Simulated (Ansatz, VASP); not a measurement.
# InF3: VASP beside Ansatz

Wanted: the spread between two codes on one cell, functional and k mesh.

Main program and level: Ansatz 0.2.0; plane waves, with VASP 6.6.1 beside it; single point at LDA.

## (1) The structure

The structure is trigonal, space group R-3c (No. 167). Conventional cell: a = 5.410 Å, b = 5.410 Å, c = 14.378 Å, α = 90.00°, β = 90.00°, γ = 120.00°. Nearest to In lie 6 F at 2.05 Å. Nearest to F lie 2 In at 2.05 Å. Farther neighbours and most contacts between anions are not listed.

As a file:

```
In F
1.0
     2.70515    1.56182    4.79250
    -2.70515    1.56182    4.79250
     0.00000   -3.12364    4.79250
In F
2 6
Direct
  0.00000 0.00000 0.00000
  0.50000 0.50000 0.50000
  0.85840 0.25000 0.64160
  0.25000 0.64160 0.85840
  0.64160 0.85840 0.25000
  0.14160 0.75000 0.35840
  0.75000 0.35840 0.14160
  0.35840 0.14160 0.75000
```

## (2) VASP: single point, LDA

With cell and atoms fixed, the geometry can't cause a difference; cores, projectors, grids and the points listed under the comparison can.

Lines of VASP's logs that name or quote its potential files are left out, and so is its time.

Contents of INCAR:

```
SYSTEM = InF3
PREC = Accurate
ENCUT = 520
EDIFF = 1E-07
NELM = 100
ISMEAR = 0
SIGMA = 0.01
LREAL = .FALSE.
ALGO = Normal
GGA = CA
NBANDS = 42
LORBIT = 11
LWAVE = .FALSE.
LCHARG = .FALSE.
KPAR = 4
```

Contents of POSCAR:

```
InF3
1.0
    2.7051500000      1.5618190807      4.7925000000
   -2.7051500000      1.5618190807      4.7925000000
    0.0000000000     -3.1236381614      4.7925000000
In F
2 6
Direct
    0.0000000000      0.0000000000      0.0000000000
    0.5000000000      0.5000000000      0.5000000000
    0.8584000000      0.2500000000      0.6416000000
    0.2500000000      0.6416000000      0.8584000000
    0.6416000000      0.8584000000      0.2500000000
    0.1416000000      0.7500000000      0.3584000000
    0.7500000000      0.3584000000      0.1416000000
    0.3584000000      0.1416000000      0.7500000000
```

Contents of KPOINTS:

```
Automatic mesh
0
Gamma
4 4 4
0 0 0
```

Potentials, in the order of the species: In_d and F (PBE family, release 64).

Command:

```bash
mpirun -np 4 vasp_std
```

Numbers of over 12 decimals in the logs are rounded to 6 here.

Log:

```text
[banner, memory and clock lines left out]
running    4 mpi-ranks, on    1 nodes
 distrk:  each k-point on    1 cores,    4 groups
 distr:  one band on    1 cores,    1 groups

 POSCAR found type information on POSCAR InF
 POSCAR found :  2 types and       8 ions
|                                                                             |
|               ----> ADVICE to this user running VASP <----                  |
|                                                                             |
|     You enforced a specific xc type in the INCAR file but a different       |
|     [... a line on the potential file left out ...]
|     I HOPE YOU KNOW WHAT YOU ARE DOING!                                     |
|                                                                             |

 LDA part: xc-table for (Slater(with rela. corr.)+CA(PZ))
 , standard interpolation
 POSCAR, INCAR and KPOINTS ok, starting setup
 FFT: planning ... GRIDC
 FFT: planning ... GRID_SOFT
 FFT: planning ... GRID
 WAVECAR not read
 entering main loop
       N       E                     dE             d eps       ncg     rms          rms(c)
DAV:   1     0.978175496361E+03    0.97818E+03   -0.33716E+04  1092   0.199E+03
DAV:   2     0.993944083803E+02   -0.87878E+03   -0.83934E+03  1268   0.554E+02
DAV:   3    -0.364107018178E+02   -0.13581E+03   -0.13399E+03  1160   0.232E+02
DAV:   4    -0.440720019382E+02   -0.76613E+01   -0.75834E+01  1384   0.602E+01
DAV:   5    -0.443698740411E+02   -0.29787E+00   -0.29758E+00  1488   0.115E+01    0.159E+01
DAV:   6    -0.406912852397E+02    0.36786E+01   -0.12901E+01  1720   0.477E+01    0.111E+01
DAV:   7    -0.406056349339E+02    0.85650E-01   -0.91566E-01  1352   0.590E+00    0.343E+00
DAV:   8    -0.405408275038E+02    0.64807E-01   -0.68582E-02  1682   0.222E+00    0.121E+00
DAV:   9    -0.405247134057E+02    0.16114E-01   -0.19850E-02  1644   0.216E+00    0.129E-01
DAV:  10    -0.405251932366E+02   -0.47983E-03   -0.55292E-03  1580   0.624E-01    0.183E-01
DAV:  11    -0.405251784573E+02    0.14779E-04   -0.25554E-04  1730   0.164E-01    0.659E-02
DAV:  12    -0.405251783796E+02    0.77614E-07   -0.16136E-05  1362   0.274E-02    0.325E-02
DAV:  13    -0.405251781916E+02    0.18804E-06   -0.23439E-06  1518   0.964E-03    0.748E-03
DAV:  14    -0.405251781961E+02   -0.44729E-08   -0.37580E-08   876   0.259E-03
   1 F= -.40525178E+02 E0= -.40525178E+02  d E =-.229796E-22
```

OUTCAR, selected parts (step 2):

```text
ion  position               nearest neighbor table
   1  0.000  0.000  0.000-   4 2.05   7 2.05   6 2.05   3 2.05   5 2.05   8 2.05   2 3.94   2 3.94
                             2 3.94   2 3.94   2 3.94   2 3.94
   2  0.500  0.500  0.500-   3 2.05   6 2.05   4 2.05   7 2.05   5 2.05   8 2.05   1 3.94   1 3.94
                             1 3.94   1 3.94   1 3.94   1 3.94
   3  0.858  0.250  0.642-   2 2.05   1 2.05
   4  0.250  0.642  0.858-   1 2.05   2 2.05
   5  0.642  0.858  0.250-   1 2.05   2 2.05
   6  0.142  0.750  0.358-   2 2.05   1 2.05
   7  0.750  0.358  0.142-   1 2.05   2 2.05
   8  0.358  0.142  0.750-   1 2.05   2 2.05

  LATTYP: Found a trigonal (rhomboedric) cell.
 ALAT       =     5.7205918936
 COS(alpha) =     0.5527701667

 Subroutine GETGRP returns: Found 12 space group operations
 (whereof  6 operations were pure point group operations)

The static configuration has the point symmetry S_6 .
 The point group associated with its full space group is D_3d.

 Found     13 irreducible k-points:

   k-points           NKPTS =     13   k-points in BZ     NKDIM =     13   number of bands    NBANDS=     42

   dimension x,y,z NGX =    48 NGY =   48 NGZ =   48
   dimension x,y,z NGXF=    96 NGYF=   96 NGZF=   96

   ENCUT  =  520.0 eV  38.22 Ry    6.18 a.u.  10.64 10.64 10.64*2*pi/ulx,y,z

   NELECT =      68.0000    total number of electrons

 k-points in reciprocal lattice and weights: Automatic mesh
   0.00000000  0.00000000  0.00000000       0.016
   0.25000000 -0.00000000  0.00000000       0.094
   0.50000000 -0.00000000  0.00000000       0.047
   0.25000000  0.25000000  0.00000000       0.094
   0.50000000  0.25000000  0.00000000       0.188
  -0.25000000  0.25000000  0.00000000       0.094
   0.50000000  0.50000000  0.00000000       0.047
   0.25000000  0.25000000  0.25000000       0.031
   0.50000000  0.25000000  0.25000000       0.094
  -0.25000000  0.25000000  0.25000000       0.094
   0.50000000  0.50000000  0.25000000       0.094
  -0.25000000  0.50000000  0.25000000       0.094
   0.50000000  0.50000000  0.50000000       0.016

 average (electrostatic) potential at core
       1 -98.2823       2 -98.2823       3 -77.3700       4 -77.3700       5 -77.3700
       6 -77.3700       7 -77.3700       8 -77.3700

 E-fermi :  -1.7053

 k-point     1 :       0.0000    0.0000    0.0000
  band No.  band energies     occupation
    ...
     30      -2.1644      2.00000
     31      -1.8566      2.00000
     32      -1.8566      2.00000
     33      -1.8083      2.00000
     34      -1.8083      2.00000
     35       2.4703      0.00000
     36       8.4372      0.00000
     37       8.9821      0.00000
     38       9.6564      0.00000
     39       9.6564      0.00000
    ...

 k-point     2 :       0.2500   -0.0000    0.0000
  band No.  band energies     occupation
    ...
     30      -2.1725      2.00000
     31      -2.0547      2.00000
     32      -2.0178      2.00000
     33      -1.9160      2.00000
     34      -1.8806      2.00000
     35       3.3164      0.00000
     36       7.1111      0.00000
     37       9.0553      0.00000
     38       9.5280      0.00000
     39       9.9471      0.00000
    ...

 k-point     3 :       0.5000   -0.0000    0.0000
  band No.  band energies     occupation
    ...
     30      -2.2264      2.00000
     31      -2.0623      2.00000
     32      -2.0623      2.00000
     33      -1.9861      2.00000
     34      -1.9861      2.00000
     35       5.1287      0.00000
     36       5.1287      0.00000
     37       9.2746      0.00000
     38       9.2746      0.00000
     39      10.4230      0.00000
    ...

  Total        0.2954606      0.2954606      0.0474753     -0.0000000      0.0000000      0.0000000
  in kB        3.8965000      3.8965000      0.6260992     -0.0000000      0.0000000      0.0000000
  external PRESSURE =       2.8063664 kB  Pullay stress =       0.0000000 kB

  energy-cutoff  :      520.00
  volume of cell :      121.49
      direct lattice vectors                 reciprocal lattice vectors
     2.705150000  1.561819081  4.792500000     0.184832634  0.106713171  0.069553121
    -2.705150000  1.561819081  4.792500000    -0.184832634  0.106713171  0.069553121
     0.000000000 -3.123638161  4.792500000     0.000000000 -0.213426342  0.069553121

 POSITION                                       TOTAL-FORCE (eV/Angst)
 -----------------------------------------------------------------------------------
      0.00000      0.00000      0.00000        -0.000000      0.000000      0.000000
      0.00000      0.00000      7.18875        -0.000000      0.000000      0.000000
      1.64581     -0.27301      8.38687         0.052661      0.091211      0.000000
     -1.05934     -1.28881      8.38687         0.052661     -0.091211      0.000000
     -0.58648      1.56182      8.38687        -0.105322      0.000000      0.000000
     -1.64581      0.27301      5.99063        -0.052661     -0.091211      0.000000
      1.05934      1.28881      5.99063        -0.052661      0.091211      0.000000
      0.58648     -1.56182      5.99063         0.105322      0.000000     -0.000000
 -----------------------------------------------------------------------------------
    total drift:                               -0.000000      0.000000     -0.000000

  FREE ENERGIE OF THE ION-ELECTRON SYSTEM (eV)
  ---------------------------------------------------
  free  energy   TOTEN  =       -40.5251781961 eV

  energy  without entropy=      -40.5251781961  energy(sigma->0) =      -40.52517820

 total charge
# of ion       s       p       d       tot
------------------------------------------
    1        0.561   0.637  10.141  11.339
    2        0.561   0.637  10.141  11.339
    3        1.727   4.348   0.000   6.075
    4        1.727   4.348   0.000   6.075
    5        1.727   4.348   0.000   6.075
    6        1.727   4.348   0.000   6.075
    7        1.727   4.348   0.000   6.075
    8        1.727   4.348   0.000   6.075
--------------------------------------------------
tot         11.483  27.361  20.282  59.126

[... 3 further parts left out ...]
```

The PAW data sets were made with PBE, though LDA sets exist; this is a small mismatch.

## (3) Ansatz: single point, LDA

Ansatz runs on its default PAW (the set named soft_2) files.

The same cell, functional (in two slightly different forms), mesh and smearing now go to Ansatz, which takes its cutoff from its data sets.

Contents of input.yaml:

```yaml
crystal:
  lattice:
    - [2.70515, 1.5618190807, 4.7925]
    - [-2.70515, 1.5618190807, 4.7925]
    - [0.0, -3.1236381614, 4.7925]
  atoms:
    - { symbol: In, position: [0.0, 0.0, 0.0] }
    - { symbol: In, position: [0.5, 0.5, 0.5] }
    - { symbol: F, position: [0.8584, 0.25, 0.6416] }
    - { symbol: F, position: [0.25, 0.6416, 0.8584] }
    - { symbol: F, position: [0.6416, 0.8584, 0.25] }
    - { symbol: F, position: [0.1416, 0.75, 0.3584] }
    - { symbol: F, position: [0.75, 0.3584, 0.1416] }
    - { symbol: F, position: [0.3584, 0.1416, 0.75] }
hamiltonian:
  xc: lda
  pseudopotentials: { kind: paw }
kpoints:
  mp_grid: { grid: [4, 4, 4] }
scf:
  occupations: { method: gaussian, width: 0.01 }
  n_extra_bands: 6
output:
  forces: true
  stress: true
  eigenvalues: true
```

Command:

```bash
ansatz run input.yaml --threads 4 --pin off --max-ram 9216MiB --backend cpu --events-out ev --progress --plain --runs-dir out
```

Log:

```text
scf.n_extra_bands = 6 over 34 filled bands (N_el = 68.0): the run solves 40 bands
Engine: ansatz 0.2.0, x86_64-unknown-linux-gnu
Pseudopotentials: kind: paw
Pseudopotential: In, paw, valence charge 13, recommended cutoff 420 eV (normal), In.paw.azcp
Pseudopotential: F, paw, valence charge 7, recommended cutoff 420 eV (normal), F.paw.azcp
Functional definition: SPW92
  exchange = slater_x
  correlation = pw_c
Crystal: 8 atoms, lattice volume = 121.489 Å³
Basis set: ecut = 420 eV, 2351 PW (Γ)
Bands: 40, of which v1, the nominal top of the filled ones, is band 34 counted from 1 (33 counted from 0)
Symmetry: 12 space group operations
Space group: R-3c (ITA 167), of the structure as read, at distance tolerance 5.0e-5 Å
k-points: 13 of 64
Non-local potential: In, projectors of the file, l = 0: 2, l = 1: 2, l = 2: 2, l = 3: 2
Non-local potential: F, projectors of the file, l = 0: 2, l = 1: 2, l = 2: 1
PAW form: soft (Blöchl's): semilocal exchange-correlation on the pseudo side does not see the compensation charge
PAW frozen core: In, regenerated for the run's functional, and the local potential with it (the file was generated under x = pbe(κ = 0.804, μ = 0.219515), c = pbe(β = 0.066725))
PAW frozen core: F, regenerated for the run's functional, and the local potential with it (the file was generated under x = pbe(κ = 0.804, μ = 0.219515), c = pbe(β = 0.066725))
PAW one-centre angular grid: In, 590 points (default); XC on 64 Gauss nodes
PAW one-centre angular grid: F, 110 points (default); XC on 64 Gauss nodes
Initial density: superposition of atomic densities (neutral atoms: chi_scale 0, normalization atom), corrected by the library's trained network
Initial wavefunctions: pseudopotential atomic-orbital guess
Functional: x = slater, c = lda
SCF iter   1: F=—  HF=-15679.953223 eV  |F-HF|=—  |Δ(HF+E_count)|=         —  Δρ=1.94e-2  dr2=3.16e-1  ethr=1.77e-3  ⟨swp⟩=6.3  Hψ=2060  notcnv=0
preconditioner: auto → Resta (q_TF=auto, 2.477 Å⁻¹)  ε∞=3.7  [insulator: Δε(μ)=4.021 eV  Ē_g=17.049 eV  σ=0.010 eV  W_gap=1.00  n_scr=26 (ndim 8)  ℏωp=27.8 eV  f_vac=0.235  D(μ)=0.00/eV (n_scr^D=0)  ε∞_Penn≈3.7]
SCF iter   2: F=—  HF=-15679.859394 eV  |F-HF|=—  |Δ(HF+E_count)|=   9.38e-2  Δρ=4.80e-3  dr2=1.04e-2  ethr=4.64e-4  ⟨swp⟩=2.1  Hψ=888  notcnv=0  defer=18
SCF iter   3: F=—  HF=-15679.856226 eV  |F-HF|=—  |Δ(HF+E_count)|=   3.17e-3  Δρ=1.81e-3  dr2=2.38e-3  ethr=1.53e-5  ⟨swp⟩=2.0  Hψ=926  notcnv=0  defer=18
SCF iter   4: F=—  HF=-15679.855589 eV  |F-HF|=—  |Δ(HF+E_count)|=   6.37e-4  Δρ=5.88e-4  dr2=2.91e-4  ethr=3.50e-6  ⟨swp⟩=2.0  Hψ=528  notcnv=0  defer=18
SCF iter   5: F=—  HF=-15679.855543 eV  |F-HF|=—  |Δ(HF+E_count)|=   4.58e-5  Δρ=8.04e-5  dr2=8.55e-6  ethr=4.27e-7  ⟨swp⟩=2.5  Hψ=743  notcnv=0  defer=18
SCF iter   6: F=—  HF=-15679.855556 eV  |F-HF|=—  |Δ(HF+E_count)|=   1.23e-5  Δρ=1.37e-5  dr2=3.82e-7  ethr=1.26e-8  ⟨swp⟩=2.5  Hψ=691  notcnv=0  defer=18
SCF iter   7: F=-15679.855556 eV  HF=-15679.855556 eV  |F-HF|=8.11e-9  |Δ(HF+E_count)|=   1.22e-7  Δρ=3.02e-6  dr2=1.37e-8  ethr=1.47e-10  ⟨swp⟩=9.5  Hψ=2158  notcnv=0
SCF 1 converged in 7 iterations: F = -15679.855556 eV  dr2 = 1.37e-8
  greatest PAW one-centre occupation: 0.994 electrons in one spin orbital (limit 2), on the In atom at site 1 (counted from 0), in its partial waves of l = 2
SCF converged after 7 iterations
Free energy (F): -15679.855556 eV
Harris-Foulkes:  -15679.855556 eV  (|F-HF|=8.11e-9)
Internal energy: -15679.855556 eV  (E = F + TS)
E sigma→0 (E₀):  -15679.855556 eV
Fermi energy:    2.743695 eV
--- Per-component energies (eV) ---
  E_band       = -445.854801
  E_kinetic    = 1722.367617
  E_local      = -6773.088037  (includes V_loc(G=0)·N_el)
  E_nonlocal   = 1207.399174
  E_hartree    = 2615.361070
  E_xc         = -886.133125
  E_vxc        = -797.615746  (∫ρ·V_xc dr)
  E_paw        = -9173.982486  (= ΣΔE_a)
  E_vpaw       = -1035.658199  (= ΣTr[D̂ρ^β])
  E_aug_tail   = 0.012333  (compensation charges beyond the density's cutoff)
  E_ewald      = -4393.040685
  E_core_change = 1.248583  (= ΣΔE_core)
  E_smearing   = -0.000000  (= −TS)
  E_closure    = -0.000000  (closes the sum)
  Σ components = -15679.855556   (vs F -15679.855556, Δ=0.00e0)
--- Forces (eV/Å), atoms counted from 1 ---
  atom   1  In     0.00000000     0.00000000    -0.00000000
  atom   2  In    -0.00000000    -0.00000000     0.00000000
  atom   3  F      0.03001122     0.05198096     0.00000000
  atom   4  F      0.03001122    -0.05198096     0.00000000
  atom   5  F     -0.06002244    -0.00000000    -0.00000000
  atom   6  F     -0.03001122    -0.05198096    -0.00000000
  atom   7  F     -0.03001122     0.05198096    -0.00000000
  atom   8  F      0.06002244     0.00000000     0.00000000
  max |Σ_I F_I| component: 2.75e-18 eV/Å
--- Stress (GPa, compression-positive) ---
       -0.196236      -0.000000      -0.000000
       -0.000000      -0.196236       0.000000
       -0.000000      -0.000000      -0.587104
  P = ⅓ Tr σ = -0.3265 GPa (-3.265 kbar)
--- Band table (eV; the first three rows and the last of 13) ---
  k-point 0: bands = [... 30 lower, 0.5389, 0.5389, 0.5859, 0.5859, 4.8649, 10.8040, 11.3992, 12.0692, ... 2 higher]
  k-point 1: bands = [... 30 lower, 0.3412, 0.3778, 0.4794, 0.5149, 5.7087, 9.4933, 11.4583, 11.9417, ... 2 higher]
  k-point 2: bands = [... 30 lower, 0.3342, 0.3342, 0.4101, 0.4101, 7.5169, 7.5169, 11.6766, 11.6766, ... 2 higher]
  k-point 12: bands = [... 30 lower, 0.3786, 0.3786, 0.3786, 0.3786, 7.4361, 7.4361, 12.1688, 12.1688, ... 2 higher]
```

The job ended after 1.7 s (4 threads of Intel Xeon Platinum 8488C (Sapphire Rapids), shared host; peak memory 0.49 GiB; 3.1 s of CPU time).

The run ends at a pressure of -0.33 GPa, with forces up to 0.060 eV/Å.

## (4) Differences

Known differences besides the potentials themselves: the two LDA forms differ slightly; the cutoff is 420 eV in Ansatz and 520 eV in VASP; Ansatz makes its cores anew for this functional, VASP keeps those of its PBE data sets; VASP's log shows a relativistic correction to its local exchange, Ansatz's none. Total energies have different zeros and are not compared.

Compared:

| quantity | Ansatz | VASP | difference |
| --- | --- | --- | --- |
| pressure (GPa) | -0.33 | 0.28 | -0.61 |
| pressure without Ansatz's Pulay correction (GPa) | -1.20 | 0.28 | -1.48 |
| gap on the k mesh (eV) | 4.242 | 4.242 | +0.001 |

Forces (eV/Å; atoms numbered as in POSCAR):

| atom | Ansatz x, y, z | VASP x, y, z |
| --- | --- | --- |
| In1 | 0.000, 0.000, 0.000 | 0.000, 0.000, 0.000 |
| In2 | 0.000, 0.000, 0.000 | 0.000, 0.000, 0.000 |
| F3 | 0.030, 0.052, 0.000 | 0.053, 0.091, 0.000 |
| F4 | 0.030, -0.052, 0.000 | 0.053, -0.091, 0.000 |
| F5 | -0.060, 0.000, 0.000 | -0.105, 0.000, 0.000 |
| F6 | -0.030, -0.052, 0.000 | -0.053, -0.091, 0.000 |
| F7 | -0.030, 0.052, 0.000 | -0.053, 0.091, 0.000 |
| F8 | 0.060, 0.000, 0.000 | 0.105, 0.000, 0.000 |

The forces differ by 23 meV/Å r.m.s., which is 43.0 % of the r.m.s. force of 0.05 eV/Å (both taken over all components). A gap on the mesh is an upper bound, since the band edges may lie between its points. Ansatz's pressure holds a Pulay correction of 0.88 GPa; VASP's holds none.

## (5) Further runs

Further runs change the set-up of one program: Ansatz's method, potentials or start, or VASP's data sets, cutoff or form of LDA. The table gives Ansatz less VASP for each quantity, since a change that brings one quantity closer may part another.

| run | r.m.s. force difference (meV/Å) | pressure (GPa) | gap on the k mesh (eV) | pressure without Ansatz's Pulay correction (GPa) |
| --- | --- | --- | --- | --- |
| as above | 23 | -0.61 | 6.5e-4 | -1.5 |
| cores kept as stored | 22 | -0.59 | -1.9e-4 | -1.3 |
| Ansatz's larger PAW set (cutoff 1300 eV) | 21 | -0.58 | -0.0083 |  |
| norm-conserving potentials (cutoff 1143 eV) | 31 | -0.99 | 0.0014 |  |

## (6) Results

| Quantity | Value |
| --- | --- |
| r.m.s. force difference (single point, LDA) | 23 meV/Å |
| difference in pressure (single point, LDA) | -0.61 GPa |

The r.m.s. force difference is 23 meV/Å (single point, LDA), beyond the 12 meV/Å picked in this series as the mark of a large difference. Single point, LDA, cores kept as stored: the difference in gap on the k mesh goes from 6.5e-4 to -1.9e-4 eV. Single point, LDA, Ansatz's larger PAW set (cutoff 1300 eV): the difference in gap on the k mesh goes from 6.5e-4 to -0.0083 eV. Single point, LDA, norm-conserving potentials (cutoff 1143 eV): r.m.s. force difference goes from 23 to 31 meV/Å; the difference in pressure goes from -0.61 to -0.99 GPa; the difference in gap on the k mesh goes from 6.5e-4 to 0.0014 eV. How closely two codes agree says nothing of how well the functional describes the real material.

[Lines on the potential files, build, host, timing and source positions are cut from VASP's logs without a mark.]

[Logs are printed without paths, hosts, clocks, repeated set-up lines and the standing remarks that a program may print on its own settings, such as how far it seeks lower states.]

[Hosts, paths, dates, database ids (printed as entryN), source tags and the programs' standing remarks are cut or masked in the printed files.]

[VASP's PBE data sets in a run with another functional are called a small mismatch above; for pressures it isn't always small: they can move by 1 GPa and more.]
